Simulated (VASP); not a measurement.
ScIn3N2:

```
Sc In N
1.0
     6.11687    0.00000    0.00000
    -3.05843    5.29736    0.00000
     0.00000    0.00000    3.53034
Sc In N
1 3 2
Direct
  0.00000 0.00000 0.50000
  0.50000 0.50000 0.00000
  0.50000 0.00000 0.00000
  0.00000 0.50000 0.00000
  0.33333 0.66667 0.50000
  0.66667 0.33333 0.50000
```

The cell was built by a generator and needn't be a form met in nature.

```yaml
Program: VASP 6.6.1
Task: relaxation of cell and atoms
Functional: PBE
Potentials_or_basis: VASP PAW PBE potentials, release 64 (Sc_sv, In_d, N)
Cutoff: 520 eV
k_mesh: 3 × 3 × 4
Occupations: gaussian, width 0.15 eV
Spin: no spin polarisation
```

At the start: pressure -6.3 GPa; volume 19.07 Å³/atom.

**Question.** How do energy, volume and symmetry change on relaxing?

**Answer.** Over 7 steps the energy falls by 33.3 meV/atom and the volume is 17.77 Å³/atom (-6.8 %); space group P6/mmm (No. 191, to 0.05 Å).

Step by step:
| step | energy change (eV) | largest force (eV/Å) | pressure (GPa) | volume (Å³) |
| --- | --- | --- | --- | --- |
| 1 | 0.0000 | 0.0000 | -6.28 | 114.39 |
| 2 | -0.1440 | 0.0000 | 3.73 | 102.46 |
| 3 | -0.1802 | 0.0000 | 0.73 | 106.06 |
| 4 | -0.1788 | 0.0000 | -0.24 | 106.46 |
| 5 | -0.1795 | 0.0000 | -0.11 | 106.22 |
| 6 | -0.1909 | 0.0000 | 0.02 | 106.36 |
| 7 | -0.1998 | 0.0000 | -0.03 | 106.63 |

Final structure:
```
Sc In N
1.0
     6.07825    0.00000    0.00000
    -3.03912    5.26392    0.00000
     0.00000    0.00000    3.33254
Sc In N
1 3 2
Direct
  0.00000 0.00000 0.50000
  0.50000 0.50000 0.00000
  0.50000 0.00000 0.00000
  0.00000 0.50000 0.00000
  0.33333 0.66667 0.50000
  0.66667 0.33333 0.50000
```

Caveat: the k mesh is coarse (spacing up to 0.44 Å⁻¹), so the values aren't converged.
